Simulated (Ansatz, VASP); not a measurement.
One calculation of Al3Rh2, two programs

```
Al Rh
1.0
     3.74626    0.00000    0.00000
     0.00000    3.74626    0.00000
     0.00000    0.00000    6.07737
Al Rh
3 2
Direct
  0.00000 0.00000 0.83124
  0.50000 0.00000 0.48478
  0.00000 0.50000 0.48478
  0.00000 0.00000 0.23000
  0.50000 0.50000 0.78507
```

Alike in both runs: functional PBE; k mesh 6 × 6 × 4; occupations gaussian, width 0.1 eV; no spin polarisation.

Ansatz relaxed the structure, and its values are those at the end. VASP's run is a single point on that final structure, the one shown.

|  | VASP | Ansatz |
| --- | --- | --- |
| version | VASP 6.6.1 | Ansatz 0.2.0 |
| potentials or method | VASP PAW PBE potentials, release 64 (Al, Rh_pv) | scalar-relativistic, plane waves, PAW |
| plane-wave cutoff (eV) | 520 | 420 |
| valence electrons in the cell | 39 | 43 |

```tsv
	VASP	Ansatz	Ansatz less VASP
gap on the k mesh at the Fermi level (eV)	none	none	-
pressure (GPa)	0.0	0.0	-0.02
```

A gap of «none» marks a metal or a gap that the smearing closes. The two sets of potentials don't hold the same shells in valence.
